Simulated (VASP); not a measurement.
Consider the following.

```
Bi4Te3
1.0
    2.22550     1.28489    13.96267
   -2.22550     1.28489    13.96267
    0.00000    -2.56979    13.96267
Bi Te
4 3
Direct
  0.71717   0.71717   0.71717
  0.28283   0.28283   0.28283
  0.14600   0.14600   0.14600
  0.85400   0.85400   0.85400
  0.00000   0.00000   0.00000
  0.42603   0.42603   0.42603
  0.57397   0.57397   0.57397
```

These are PBEsol GGA, VASP's PBE PAW potentials (set 64) (plane waves; VASP) values and carry that method's errors. Settings: 300 eV cut-off, 3×3×3 Γ-centred mesh, Gaussian smearing of 0.14 eV, potentials Bi_d Te.

At this cut-off the stress carries a Pulay error, which pulls relaxed volumes low.

Which forces act on the atoms, in eV/Å?

```
atom     Fx     Fy      Fz
----  -----  -----  ------
Bi1   0.000  0.000  -0.101
Bi2   0.000  0.000   0.101
Bi3   0.000  0.000   0.481
Bi4   0.000  0.000  -0.481
Te5   0.000  0.000   0.000
Te6   0.000  0.000  -0.479
Te7   0.000  0.000   0.479
```

Give the stress tensor in GPa (positive for a compressed cell).

```
-0.99   0.00   0.00
 0.00  -0.99   0.00
 0.00   0.00  -3.44
```
The pressure is its mean diagonal, -1.81 GPa.

The structure comes from a measured Bi4Te3 entry of the Crystallography Open Database, whose conditions weren't checked. The cell was not relaxed at this level. The k-mesh is coarse (spacing up to 0.55 per Å, 2π included), so the numbers may not be converged in it.
